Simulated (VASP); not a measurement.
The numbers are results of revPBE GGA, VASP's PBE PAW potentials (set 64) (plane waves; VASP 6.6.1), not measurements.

The input files of a VASP run:

File KPOINTS:
```
Automatic mesh
0
Gamma
  13 13 7
0 0 0
```

### INCAR
```
! general
SYSTEM = Mg
PREC   = Accurate
ENCUT  = 520
LREAL  = .FALSE.
LASPH  = .TRUE.

! electronic loop
EDIFF  = 1E-7
NELM   = 100
ALGO   = Normal

! smearing
ISMEAR = 1
SIGMA  = 0.1

! functional
GGA    = RE

! ions
IBRION = 2
NSW    = 30
ISIF   = 4
EDIFFG = -0.01

! output
LWAVE  = .FALSE.
LCHARG = .FALSE.
```

### POSCAR
```
Mg
1
    1.6351094563    -2.8320931246     0.0000000000
    1.6351094563     2.8320931246     0.0000000000
    0.0000000000     0.0000000000     5.2135177211
Mg
2
Direct
  0.3333330000   0.6666670000   0.2500000000
  0.6666670000   0.3333330000   0.7500000000
```

POTCAR, in this order: Mg (PBE.64 set). Program: vasp_std.

Output

**OSZICAR**
```
       N       E                     dE             d eps       ncg     rms          rms(c)
DAV:   1     0.361043599757E+00    0.36104E+00   -0.12233E+03  1008   0.463E+02
DAV:   2    -0.268763700149E+01   -0.30487E+01   -0.28888E+01  1290   0.283E+01
DAV:   3    -0.271273015997E+01   -0.25093E-01   -0.25050E-01  1464   0.344E+00
DAV:   4    -0.271280233592E+01   -0.72176E-04   -0.72176E-04  1404   0.161E-01
DAV:   5    -0.271280265680E+01   -0.32088E-06   -0.32082E-06  1428   0.796E-03    0.101E+00
DAV:   6    -0.271200468401E+01    0.79797E-03   -0.89902E-04  1260   0.383E-01    0.653E-01
DAV:   7    -0.270684261842E+01    0.51621E-02   -0.29128E-03  1122   0.655E-01    0.378E-02
DAV:   8    -0.270687009104E+01   -0.27473E-04   -0.15776E-05  1602   0.357E-02    0.922E-03
DAV:   9    -0.270686736132E+01    0.27297E-05   -0.18031E-06  1230   0.102E-02    0.690E-04
DAV:  10    -0.270686708091E+01    0.28042E-06   -0.91037E-09   996   0.970E-04    0.168E-04
DAV:  11    -0.270686702063E+01    0.60274E-07   -0.11185E-09   720   0.297E-04
   1 F= -.27068670E+01 E0= -.27061027E+01  d E =-.270687E+01
       N       E                     dE             d eps       ncg     rms          rms(c)
DAV:   1    -0.270725859286E+01   -0.39151E-03   -0.10630E-03  1398   0.172E-01    0.110E-02
DAV:   2    -0.270725792626E+01    0.66660E-06   -0.57822E-06  1176   0.183E-02    0.700E-03
DAV:   3    -0.270725699286E+01    0.93339E-06   -0.10057E-06  1278   0.579E-03    0.134E-04
DAV:   4    -0.270725700924E+01   -0.16378E-07   -0.11471E-08   822   0.896E-04
   2 F= -.27072570E+01 E0= -.27064936E+01  d E =-.389989E-03
       N       E                     dE             d eps       ncg     rms          rms(c)
DAV:   1    -0.270751492576E+01   -0.25793E-03   -0.32752E-03  1404   0.301E-01    0.198E-02
DAV:   2    -0.270751270669E+01    0.22191E-05   -0.17994E-05  1158   0.323E-02    0.126E-02
DAV:   3    -0.270750991430E+01    0.27924E-05   -0.32222E-06  1242   0.103E-02    0.218E-04
DAV:   4    -0.270750993913E+01   -0.24828E-07   -0.36709E-08   906   0.160E-03
   3 F= -.27075099E+01 E0= -.27068272E+01  d E =-.642918E-03
```

OUTCAR:
```
------------------------ aborting loop because EDIFF is reached ----------------------------------------
  FORCE on cell =-STRESS in cart. coord.  units (eV):
  Direction    XX          YY          ZZ          XY          YZ          ZX
  --------------------------------------------------------------------------------------
  Total       -0.2907726     -0.2907727     -0.2851859      0.0000000     -0.0000000      0.0000000
  in kB       -9.6482566     -9.6482596     -9.4628803      0.0000000     -0.0000000      0.0000000
  external PRESSURE =      -9.5864655 kB  Pullay stress =       0.0000000 kB
  volume of cell :       48.29
      direct lattice vectors                 reciprocal lattice vectors
     1.628845750 -2.821244044 -0.000000000     0.306965838 -0.177226781  0.000000000
     1.628845750  2.821244044  0.000000000     0.306965838  0.177226781  0.000000000
    -0.000000000 -0.000000000  5.253691894    -0.000000000 -0.000000000  0.190342338
 POSITION                                       TOTAL-FORCE (eV/Angst)
 -----------------------------------------------------------------------------------
      1.62885      0.94042      1.31342         0.000000      0.000000     -0.000000
      1.62885     -0.94042      3.94027        -0.000000     -0.000000      0.000000
 -----------------------------------------------------------------------------------
    total drift:                               -0.000000     -0.000006      0.000001
  FREE ENERGIE OF THE ION-ELECTRON SYSTEM (eV)
  ---------------------------------------------------
  free  energy   TOTEN  =        -2.7075099391 eV

  energy  without entropy=       -2.7054616196  energy(sigma->0) =       -2.70682717

 reached required accuracy - stopping structural energy minimisation
```
(Selected blocks of OUTCAR.)

CONTCAR:
```
Mg
   1.00000000000000
     1.6288457497869273   -2.8212440438947861   -0.0000000000000000
     1.6288457497869273    2.8212440438947861    0.0000000000000000
    -0.0000000000000000   -0.0000000000000000    5.2536918944327731
  Mg
     2
Direct
     0.3333330000000032    0.6666669999999968    0.2500000000000000
     0.6666669999999968    0.3333330000000032    0.7500000000000000
```

The compound is Mg in the hcp structure. This cell is one point of a volume scan, at 1.03 of the reference volume. Symmetry was kept, so distortions that lower it aren't found.
